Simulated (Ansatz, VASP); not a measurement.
# Mo7W20 (random alloy of the bcc Mo-W line, x = 0.7407): VASP beside Ansatz

One calculation is typed for both programs; each brings its own data sets. How far apart do they land? The structure shown is the start of the Ansatz relaxation below; VASP solves that cell, so the two are compared at the walk's first step.

Method: plane waves, with VASP 6.6.1 beside it; single point at PBE, in Ansatz 0.2.0.

## (1) Starting point

The cell holds 54 atoms: 14 Mo and 40 W. Cell: a = 9.536 Å, b = 9.536 Å, c = 9.536 Å, α = 90.0°, β = 90.0°, γ = 90.0°. It derives from Mo (bcc Mo-W), repeated 3×3×3. Bcc Mo-W: 54 atoms, 40 of 54 Mo sites given to W at random, cell and internal coordinates interpolated linearly between the end members (Vegard's rule); (so at first; earlier steps may have moved the atoms), displaced by a Gaussian of 0.02 A. Lattice constants are starting values near those of PBE.

## (2) Ansatz: relaxation, PBE

Ansatz runs on its default PAW (the set named soft_2) files.

The two programs are compared at the cell with which this relaxation starts, whose forces are those of its first step.

Contents of input.yaml:

```yaml
crystal:
  lattice:
    - [9.53625, 0.0, 0.0]
    - [0.0, 9.53625, 0.0]
    - [0.0, 0.0, 9.53625]
  atoms:
    - { symbol: Mo, position: [0.00341, 0.99872, 0.99889] }
    - { symbol: W, position: [0.16442, 0.16848, 0.16184] }
    - { symbol: Mo, position: [0.00366, 0.9984, 0.334] }
    - { symbol: Mo, position: [0.16614, 0.16973, 0.49568] }
    - { symbol: Mo, position: [0.99932, 0.99919, 0.66904] }
    - { symbol: W, position: [0.16436, 0.16631, 0.83149] }
    - { symbol: Mo, position: [9.0e-05, 0.33456, 0.99769] }
    - { symbol: W, position: [0.16907, 0.50189, 0.16772] }
    - { symbol: W, position: [0.00189, 0.3319, 0.33308] }
    - { symbol: W, position: [0.1647, 0.49944, 0.50111] }
    - { symbol: W, position: [0.99855, 0.3325, 0.66523] }
    - { symbol: W, position: [0.16489, 0.49859, 0.83331] }
    - { symbol: W, position: [0.99766, 0.66716, 0.00348] }
    - { symbol: W, position: [0.16822, 0.83293, 0.16481] }
    - { symbol: W, position: [0.99843, 0.67022, 0.33344] }
    - { symbol: Mo, position: [0.16533, 0.83373, 0.5044] }
    - { symbol: W, position: [0.00025, 0.66796, 0.6673] }
    - { symbol: W, position: [0.16593, 0.83094, 0.8326] }
    - { symbol: Mo, position: [0.3329, 0.00123, 0.00176] }
    - { symbol: W, position: [0.50195, 0.16727, 0.16852] }
    - { symbol: W, position: [0.33175, 0.00263, 0.33441] }
    - { symbol: W, position: [0.49937, 0.16769, 0.49984] }
    - { symbol: W, position: [0.33571, 0.00319, 0.67125] }
    - { symbol: W, position: [0.49707, 0.16364, 0.83228] }
    - { symbol: Mo, position: [0.33367, 0.33517, 0.00066] }
    - { symbol: Mo, position: [0.49576, 0.49936, 0.1684] }
    - { symbol: Mo, position: [0.33382, 0.33493, 0.33287] }
    - { symbol: W, position: [0.49958, 0.50039, 0.50086] }
    - { symbol: W, position: [0.33375, 0.33358, 0.66526] }
    - { symbol: Mo, position: [0.50079, 0.50026, 0.8357] }
    - { symbol: Mo, position: [0.33585, 0.66705, 0.99921] }
    - { symbol: W, position: [0.49866, 0.83422, 0.16683] }
    - { symbol: W, position: [0.33261, 0.66676, 0.33203] }
    - { symbol: W, position: [0.50146, 0.8324, 0.50257] }
    - { symbol: Mo, position: [0.33418, 0.66791, 0.66437] }
    - { symbol: W, position: [0.50036, 0.83489, 0.83133] }
    - { symbol: W, position: [0.66611, 7.0e-05, 0.99712] }
    - { symbol: W, position: [0.83399, 0.16844, 0.16486] }
    - { symbol: W, position: [0.6674, 0.99725, 0.33325] }
    - { symbol: W, position: [0.82994, 0.16902, 0.50086] }
    - { symbol: W, position: [0.66662, 0.99837, 0.66934] }
    - { symbol: Mo, position: [0.83746, 0.16277, 0.83593] }
    - { symbol: W, position: [0.67008, 0.33404, 0.99748] }
    - { symbol: W, position: [0.83514, 0.49962, 0.1654] }
    - { symbol: W, position: [0.66409, 0.33449, 0.335] }
    - { symbol: W, position: [0.83203, 0.50109, 0.4976] }
    - { symbol: W, position: [0.66835, 0.33343, 0.66628] }
    - { symbol: W, position: [0.83312, 0.50182, 0.83491] }
    - { symbol: W, position: [0.66778, 0.66696, 0.00016] }
    - { symbol: W, position: [0.83463, 0.83382, 0.1681] }
    - { symbol: W, position: [0.66602, 0.66156, 0.33551] }
    - { symbol: W, position: [0.83792, 0.83426, 0.49979] }
    - { symbol: W, position: [0.66638, 0.66642, 0.6667] }
    - { symbol: W, position: [0.83098, 0.83225, 0.83124] }
kpoints:
  mp_grid: { grid: [2, 2, 2] }
hamiltonian:
  xc: pbe
scf:
  occupations: { method: fermi_dirac, width: 0.1 }
output:
  forces: true
relax:
  f_tol: 0.04
  max_steps: 150
  cell: {}
```

Launch:

```console
$ ansatz run input.yaml --threads 10 --pin off --max-ram 102400MiB --backend cuda --events-out ev --progress --plain --runs-dir out
```

Numbers of over 12 decimals in the logs are rounded to 6 here.

The log of the run:

```text
Engine: ansatz 0.2.0, x86_64-unknown-linux-gnu
Pseudopotentials: kind: paw
Pseudopotential: Mo, paw, valence charge 14, recommended cutoff 420 eV (normal), Mo.paw.azcp
Pseudopotential: W, paw, valence charge 14, recommended cutoff 420 eV (normal), W.paw.azcp
Functional definition: PBE
  parameter kappa = 0.804
  parameter beta = 0.066725
  exchange = pbe_x(kappa = kappa, mu = beta*pi^2/3)
  correlation = pbe_c(beta = beta)
device memory: the entry about to start is reckoned to put 23.0 GiB on a device that reports 78.6 GiB free
GPU FFT provider: cuFFT
GPU libraries: cuBLAS 13.8.2, cuFFT 12.4.0, cuSOLVER 12.3.4
Crystal: 54 atoms, lattice volume = 867.227 Å³
Basis set: ecut = 420 eV, 16879 PW (Γ), exchange–correlation on 128×128×128 points (8 copies of the dense FFT grid, shifted against one another)
Bands: 454, of which v1, the nominal top of the filled ones, is band 378 counted from 1 (377 counted from 0)
Symmetry: 1 space group operations
Space group: P1 (ITA 1), of the structure as read, at distance tolerance 9.5e-5 Å
k-points: 8
Non-local potential: Mo, projectors of the file, l = 0: 3, l = 1: 2, l = 2: 2, l = 3: 1
Non-local potential: W, projectors of the file, l = 0: 3, l = 1: 2, l = 2: 2, l = 3: 1
PAW form: soft (Blöchl's): semilocal exchange-correlation on the pseudo side does not see the compensation charge
PAW one-centre angular grid: Mo, 590 points (default); XC on 64 Gauss nodes
PAW one-centre angular grid: W, 590 points (default); XC on 64 Gauss nodes
Initial density: superposition of atomic densities (neutral atoms: chi_scale 0, normalization atom), corrected by the library's trained network
Initial wavefunctions: pseudopotential atomic-orbital guess
GPU buffer pool allocated for 262144 grid points (all kernels)
GPU transforms: local potential and band sums: pruned to the plane-wave sphere, on 64×64×64
Functional: x = pbe(κ = 0.804, μ = 0.219515), c = pbe(β = 0.066725)
SCF iter   1: F=—  HF=-484778.038422 eV  |F-HF|=—  |Δ(HF+E_count)|=         —  Δρ=3.05e-3  dr2=3.10e-1  ethr=1.77e-3  ⟨swp⟩=4.1  Hψ=13241  notcnv=0
preconditioner: auto → Kerker (q_TF=auto, 2.667 Å⁻¹)  [metal: Δε(μ)=0.013 eV  Ē_g=4.823 eV  σ=0.100 eV  W_gap=0.03  n_scr=256 (ndim 8)  ℏωp=22.7 eV  f_vac=0.000  D(μ)=23.30/eV (n_scr^D=170)]
SCF iter   2: F=—  HF=-484778.020019 eV  |F-HF|=—  |Δ(HF+E_count)|=   1.84e-2  Δρ=1.71e-3  dr2=1.07e-1  ethr=4.11e-5  ⟨swp⟩=1.0  Hψ=4184  notcnv=0
SCF iter   3: F=—  HF=-484778.017940 eV  |F-HF|=—  |Δ(HF+E_count)|=   2.08e-3  Δρ=2.05e-4  dr2=1.18e-3  ethr=1.42e-5  ⟨swp⟩=2.0  Hψ=3739  notcnv=0
SCF iter   4: F=—  HF=-484778.013653 eV  |F-HF|=—  |Δ(HF+E_count)|=   4.29e-3  Δρ=5.07e-5  dr2=1.76e-4  ethr=1.56e-7  ⟨swp⟩=2.0  Hψ=4923  notcnv=0
SCF iter   5: F=—  HF=-484778.013637 eV  |F-HF|=—  |Δ(HF+E_count)|=   1.64e-5  Δρ=1.62e-5  dr2=4.39e-6  ethr=2.33e-8  ⟨swp⟩=2.0  Hψ=3809  notcnv=0
SCF iter   6: F=—  HF=-484778.019630 eV  |F-HF|=—  |Δ(HF+E_count)|=   5.99e-3  Δρ=3.42e-6  dr2=1.85e-7  ethr=5.81e-10  ⟨swp⟩=2.0  Hψ=5039  notcnv=0
SCF iter   7: F=-484778.019630 eV  HF=-484778.019630 eV  |F-HF|=1.98e-9  |Δ(HF+E_count)|=   2.00e-8  Δρ=5.33e-7  dr2=3.32e-9  ethr=1.32e-11  ⟨swp⟩=4.0  Hψ=10145  notcnv=0
SCF 1 converged in 7 iterations: F = -484778.019630 eV  dr2 = 3.32e-9
  greatest PAW one-centre occupation: 1.000 electrons in one spin orbital (limit 2), on the W atom at site 11 (counted from 0), in its partial waves of l = 0
relax step   1: F+E_penalty+E_count = -484778.01962981 eV  Δ(F+E_penalty+E_count) = +0.000e0 eV  max|allowed force component| = 8.365e-1 eV/Å  Δτ_max = 0.0000 Å  P = -0.164 GPa  Ω = 867.227 Å³  (7 SCF iters, dr2 threshold 1.00e-7 eV, accepted)
device memory: the entry about to start is reckoned to put 22.1 GiB (of the 23.0 GiB reckoned in all, the device holds 0.9 GiB already) on a device that reports 77.6 GiB free
GPU FFT provider: cuFFT
GPU libraries: cuBLAS 13.8.2, cuFFT 12.4.0, cuSOLVER 12.3.4
Crystal: 54 atoms, lattice volume = 858.657 Å³
Basis set: ecut = 420 eV, 16831 PW (Γ), exchange–correlation on 128×128×128 points (8 copies of the dense FFT grid, shifted against one another)
Initial density: handed on by an earlier stage of this run
Initial wavefunctions: those handed on with the density
GPU buffer pool allocated for 262144 grid points (all kernels)
GPU transforms: local potential and band sums: pruned to the plane-wave sphere, on 64×64×64
iter 1 solved again at ethr=5.27e-4 eV; its pass at ethr=3.10e-3 eV (dr2=3.98e0 eV) is discarded
SCF iter   1: F=—  HF=-484776.783681 eV  |F-HF|=—  |Δ(HF+E_count)|=         —  Δρ=1.78e-2  dr2=4.20e0  ethr=5.27e-4  ⟨swp⟩=1.0  Hψ=17724  notcnv=0
preconditioner: auto → Kerker (q_TF=auto, 2.671 Å⁻¹)  [metal: Δε(μ)=0.005 eV  Ē_g=4.861 eV  σ=0.100 eV  W_gap=0.01  n_scr=256 (ndim 8)  ℏωp=22.8 eV  f_vac=0.000  D(μ)=26.45/eV (n_scr^D=178)]
[...]
--- Relaxed structure (4 steps of the walk, 3 accepted, 1 SCFs on fresh bases) ---
  F+E_penalty+E_count = -484778.47437432 eV   max|allowed force component| = 1.601e-3 eV/Å   (the final SCF, on the basis selected at the relaxed cell)
  cell:  # Å, volume = 866.0575 Å³
    - [9.533370, 0.000468855, -0.000283371]
    - [0.000468855, 9.531786, -0.000247439]
    - [-0.000283371, -0.000247439, 9.530726]
  atoms:
    - { symbol: Mo, position: [0.000282282, 1.000372, 0.999976] }
    - { symbol: W, position: [0.166797, 0.166924, 0.166450] }
    - { symbol: Mo, position: [0.000452858, 1.000303, 0.333318] }
    - { symbol: Mo, position: [0.166700, 0.166780, 0.500053] }
    - { symbol: Mo, position: [1.000405, 1.000321, 0.666863] }
    - { symbol: W, position: [0.166654, 0.166780, 0.833732] }
    - { symbol: Mo, position: [0.000348413, 0.333295, 1.000015] }
    - { symbol: W, position: [0.167046, 0.499889, 0.166471] }
    - { symbol: W, position: [0.000431492, 0.333287, 0.333383] }
    - { symbol: W, position: [0.167088, 0.500175, 0.500083] }
    - { symbol: W, position: [1.000355, 0.333197, 0.666869] }
    - { symbol: W, position: [0.167008, 0.500119, 0.833574] }
    - { symbol: W, position: [1.000352, 0.666946, 2.058897845728783e-5] }
    - { symbol: W, position: [0.166790, 0.833814, 0.166487] }
    - { symbol: W, position: [1.000442, 0.667013, 0.333353] }
    - { symbol: Mo, position: [0.166688, 0.833667, 0.500151] }
    - { symbol: W, position: [0.000443414, 0.667028, 0.666774] }
    - { symbol: W, position: [0.166929, 0.833676, 0.833427] }
    - { symbol: Mo, position: [0.333130, 0.000255169, 5.003096324131274e-5] }
    - { symbol: W, position: [0.499604, 0.167052, 0.166587] }
    - { symbol: W, position: [0.332922, 0.000259133, 0.333485] }
    - { symbol: W, position: [0.499866, 0.167052, 0.499977] }
    - { symbol: W, position: [0.332941, 0.000261487, 0.666604] }
    - { symbol: W, position: [0.499721, 0.166891, 0.833604] }
    - { symbol: Mo, position: [0.333299, 0.333593, 8.751619404970505e-5] }
    - { symbol: Mo, position: [0.499804, 0.500085, 0.166603] }
    - { symbol: Mo, position: [0.333194, 0.333432, 0.333149] }
    - { symbol: W, position: [0.499712, 0.500144, 0.500080] }
    - { symbol: W, position: [0.333191, 0.333423, 0.666926] }
    - { symbol: Mo, position: [0.499829, 0.500223, 0.833458] }
    - { symbol: Mo, position: [0.333310, 0.666740, 0.999988] }
    - { symbol: W, position: [0.499750, 0.833531, 0.166427] }
    - { symbol: W, position: [0.333216, 0.666940, 0.333195] }
    - { symbol: W, position: [0.499835, 0.833420, 0.500214] }
    - { symbol: Mo, position: [0.333217, 0.666888, 0.666969] }
    - { symbol: W, position: [0.499623, 0.833419, 0.833472] }
    - { symbol: W, position: [0.666830, 0.000397506, 0.999935] }
[...]
- { symbol: Mo, position: [0.833601, 0.166887, 0.833383] }
[...]
- { symbol: W, position: [0.666663, 0.333445, 0.667083] }
    - { symbol: W, position: [0.833549, 0.499996, 0.833518] }
    - { symbol: W, position: [0.666410, 0.666667, 1.852488031147239e-5] }
    - { symbol: W, position: [0.833649, 0.833775, 0.166719] }
    - { symbol: W, position: [0.666537, 0.666791, 0.333170] }
    - { symbol: W, position: [0.833735, 0.833868, 0.500101] }
    - { symbol: W, position: [0.666559, 0.666808, 0.666986] }
    - { symbol: W, position: [0.833675, 0.833783, 0.833338] }
```

Reading the cycles: dr2 is the Hartree energy of the density residual (eV), the measure of convergence; HF is the Harris–Foulkes estimate of the energy, which meets the free energy F at convergence.

[end of part 1 of 2]

[Lines on the potential files, build, host, timing and source positions are cut from VASP's logs without a mark.]

[Logs are printed without paths, hosts, clocks, repeated set-up lines and the standing remarks that a program may print on its own settings, such as how far it seeks lower states.]

[Hosts, paths, dates, database ids (printed as entryN), source tags and the programs' standing remarks are cut or masked in the printed files.]
